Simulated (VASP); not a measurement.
Level of theory: PBE GGA, VASP's PBE PAW potentials (set 64) (plane waves; VASP 6.6.1).

VASP input:

### KPOINTS
```
Automatic mesh
0
gamma
17 17 3
```

### POSCAR
```
AlV2C
1
    2.8916430000     0.0000000000     0.0000000000
   -1.4458210000     2.5042360000     0.0000000000
    0.0000000000     0.0000000000    13.1231670000
Al V C
2 4 2
Direct
  0.3333330000   0.6666670000   0.2500000000
  0.6666670000   0.3333330000   0.7500000000
  0.3333330000   0.6666670000   0.5863800000
  0.6666670000   0.3333330000   0.4136200000
  0.6666670000   0.3333330000   0.0863800000
  0.3333330000   0.6666670000   0.9136200000
  0.0000000000   0.0000000000   0.0000000000
  0.0000000000   0.0000000000   0.5000000000
```

INCAR:
```
SYSTEM = AlV2C
PREC = Accurate
ENCUT = 400
EDIFF = 1E-6
NELM = 100
ALGO = Normal
LREAL = .FALSE.
LASPH = .TRUE.
ISMEAR = 0
SIGMA = 0.2
GGA = PE
LMAXMIX = 4
LWAVE = .FALSE.
LCHARG = .FALSE.
ISIF = 2
NEDOS = 601
LORBIT = 11
```

POTCAR, in this order: Al V_sv C (PBE.64 set). Program: vasp_std.

Output of the run:

### OUTCAR
```
 ion  position               nearest neighbor table
   1  0.333  0.667  0.250-   4 2.72   5 2.72   4 2.72   5 2.72   4 2.72   5 2.72
   2  0.667  0.333  0.750-   3 2.72   6 2.72   3 2.72   6 2.72   3 2.72   6 2.72
   3  0.333  0.667  0.586-   8 2.02   8 2.02   8 2.02   2 2.72   2 2.72   2 2.72   4 2.82   4 2.82
                             4 2.82
   4  0.667  0.333  0.414-   8 2.02   8 2.02   8 2.02   1 2.72   1 2.72   1 2.72   3 2.82   3 2.82
                             3 2.82
   5  0.667  0.333  0.086-   7 2.02   7 2.02   7 2.02   1 2.72   1 2.72   1 2.72   6 2.82   6 2.82
                             6 2.82
   6  0.333  0.667  0.914-   7 2.02   7 2.02   7 2.02   2 2.72   2 2.72   2 2.72   5 2.82   5 2.82
                             5 2.82
   7  0.000  0.000  0.000-   5 2.02   6 2.02   6 2.02   5 2.02   5 2.02   6 2.02
   8  0.000  0.000  0.500-   3 2.02   4 2.02   3 2.02   4 2.02   4 2.02   3 2.02
  LATTYP: Found a hexagonal cell.
 ALAT       =     2.8916430000
 C/A-ratio  =     4.5383081521
 Subroutine PRICEL returns:
 Original cell was already a primitive cell.
 Subroutine GETGRP returns: Found 24 space group operations
The static configuration has the point symmetry D_3d.
 The point group associated with its full space group is D_6h.
The dynamic configuration has the point symmetry D_3d.
 Subroutine INISYM returns: Found 24 space group operations
 Subroutine IBZKPT returns following result:
 Found     66 irreducible k-points:

 Following reciprocal coordinates:
            Coordinates               Weight
  0.000000  0.000000  0.000000      1.000000
  0.058824 -0.000000  0.000000      6.000000
  0.117647 -0.000000  0.000000      6.000000
  0.176471 -0.000000  0.000000      6.000000
  0.235294 -0.000000  0.000000      6.000000
  0.294118 -0.000000  0.000000      6.000000
  0.352941 -0.000000  0.000000      6.000000
  0.411765 -0.000000  0.000000      6.000000
  0.470588 -0.000000  0.000000      6.000000
  0.058824  0.058824  0.000000      6.000000
  0.117647  0.058824  0.000000     12.000000
  0.176471  0.058824  0.000000     12.000000
  0.235294  0.058824  0.000000     12.000000
  0.294118  0.058824  0.000000     12.000000
  0.352941  0.058824  0.000000     12.000000
  0.411765  0.058824  0.000000     12.000000
  0.470588  0.058824  0.000000      6.000000
  0.117647  0.117647  0.000000      6.000000
  0.176471  0.117647  0.000000     12.000000
  0.235294  0.117647  0.000000     12.000000
  0.294118  0.117647  0.000000     12.000000
  0.352941  0.117647  0.000000     12.000000
  0.411765  0.117647  0.000000     12.000000
  0.176471  0.176471  0.000000      6.000000
  0.235294  0.176471  0.000000     12.000000
  0.294118  0.176471  0.000000     12.000000
  0.352941  0.176471  0.000000     12.000000
  0.411765  0.176471  0.000000      6.000000
  0.235294  0.235294  0.000000      6.000000
  0.294118  0.235294  0.000000     12.000000
  0.352941  0.235294  0.000000     12.000000
  0.294118  0.294118  0.000000      6.000000
  0.352941  0.294118  0.000000      6.000000
  0.000000  0.000000  0.333333      2.000000
  0.058824 -0.000000  0.333333     12.000000
  0.117647 -0.000000  0.333333     12.000000
  0.176471 -0.000000  0.333333     12.000000
  0.235294 -0.000000  0.333333     12.000000
  0.294118 -0.000000  0.333333     12.000000
  0.352941 -0.000000  0.333333     12.000000
   k-points           NKPTS =     66   k-points in BZ     NKDIM =     66   number of bands    NBANDS=     39
   number of dos      NEDOS =    601   number of ions     NIONS =      8
   total plane-waves  NPLWV =  36000
   dimension x,y,z NGX =    20 NGY =   20 NGZ =   90
   dimension x,y,z NGXF=    40 NGYF=   40 NGZF=  180
   ions per type =               2   4   2
   PREC   = accura    normal or accurate (medium, high low for compatibility)
...
```

### OSZICAR
```
       N       E                     dE             d eps       ncg     rms          rms(c)
DAV:   1     0.807211073551E+03    0.80721E+03   -0.33659E+04  5348   0.151E+03
DAV:   2    -0.118520573015E+02   -0.81906E+03   -0.80401E+03  5256   0.536E+02
DAV:   3    -0.805013686575E+02   -0.68649E+02   -0.66831E+02  7020   0.144E+02
DAV:   4    -0.827740306929E+02   -0.22727E+01   -0.22537E+01  6185   0.241E+01
DAV:   5    -0.828240225980E+02   -0.49992E-01   -0.49844E-01  6245   0.381E+00    0.560E+01
DAV:   6    -0.692485692961E+02    0.13575E+02   -0.20340E+02  6730   0.827E+01    0.136E+01
DAV:   7    -0.667003931074E+02    0.25482E+01   -0.46376E+01  6559   0.411E+01    0.130E+01
DAV:   8    -0.661693379901E+02    0.53106E+00   -0.38308E+00  6236   0.118E+01    0.279E+00
DAV:   9    -0.661532209769E+02    0.16117E-01   -0.25341E-01  6982   0.287E+00    0.644E-01
DAV:  10    -0.661502649193E+02    0.29561E-02   -0.37327E-02  6604   0.131E+00    0.215E-01
DAV:  11    -0.661501730052E+02    0.91914E-04   -0.10071E-03  6980   0.216E-01    0.444E-02
DAV:  12    -0.661501598137E+02    0.13192E-04   -0.16255E-04  6875   0.740E-02    0.126E-02
DAV:  13    -0.661501542574E+02    0.55562E-05   -0.24126E-05  5189   0.226E-02    0.387E-03
DAV:  14    -0.661501539509E+02    0.30654E-06   -0.20401E-06  4845   0.891E-03
   1 F= -.66150154E+02 E0= -.66105951E+02  d E =-.884054E-01
```

### OUTCAR
```
------------------------ aborting loop because EDIFF is reached ----------------------------------------
  FORCE on cell =-STRESS in cart. coord.  units (eV):
  Direction    XX          YY          ZZ          XY          YZ          ZX
  --------------------------------------------------------------------------------------
  Total        0.2276506      0.2276505     -0.3663885      0.0000000     -0.0000000      0.0000000
  in kB        3.8381399      3.8381390     -6.1772312      0.0000008     -0.0000000      0.0000000
  external PRESSURE =       0.4996826 kB  Pullay stress =       0.0000000 kB
  volume of cell :       95.03
      direct lattice vectors                 reciprocal lattice vectors
     2.891643000  0.000000000  0.000000000     0.345824156  0.199661624  0.000000000
    -1.445821000  2.504236000  0.000000000     0.000000000  0.399323386  0.000000000
     0.000000000  0.000000000 13.123167000     0.000000000  0.000000000  0.076201118
 POSITION                                       TOTAL-FORCE (eV/Angst)
 -----------------------------------------------------------------------------------
     -0.00000      1.66949      3.28079         0.000000     -0.000000      0.000000
      1.44582      0.83474      9.84238         0.000000     -0.000000      0.000000
     -0.00000      1.66949      7.69516         0.000000      0.000000     -0.238204
      1.44582      0.83474      5.42800         0.000000     -0.000000      0.238204
      1.44582      0.83474      1.13358        -0.000000     -0.000000     -0.238204
     -0.00000      1.66949     11.98959        -0.000000      0.000000      0.238204
      0.00000      0.00000      0.00000         0.000000     -0.000000      0.000000
      0.00000      0.00000      6.56158         0.000000     -0.000000      0.000000
 -----------------------------------------------------------------------------------
    total drift:                                0.000633     -0.000366      0.001307
  FREE ENERGIE OF THE ION-ELECTRON SYSTEM (eV)
  ---------------------------------------------------
  free  energy   TOTEN  =       -66.1501539509 eV

  energy  without entropy=      -66.0617485960  energy(sigma->0) =      -66.10595127

 total charge

# of ion       s       p       d       tot
------------------------------------------
    1        0.422   0.396   0.000   0.818
    2        0.422   0.396   0.000   0.818
    3        2.271   6.285   3.154  11.711
    4        2.271   6.285   3.154  11.711
    5        2.271   6.285   3.154  11.711
    6        2.271   6.285   3.154  11.711
    7        0.909   1.576   0.000   2.484
    8        0.909   1.576   0.000   2.484
--------------------------------------------------
tot         11.748  29.083  12.616  53.447
```
(Selected blocks of OUTCAR.)

At this cut-off the stress carries a Pulay error, which pulls relaxed volumes low.

The structure comes from a computed database's AlV2C entry; how it stands against other phases isn't given here. The cell was not relaxed at this level. The run is one of a series of settings (NEDOS = 601, KPOINTS 17×17×3 Γ-centred mesh against the base run), some of them coarse on purpose. The run is not spin-polarised, so no magnetic state was tried.
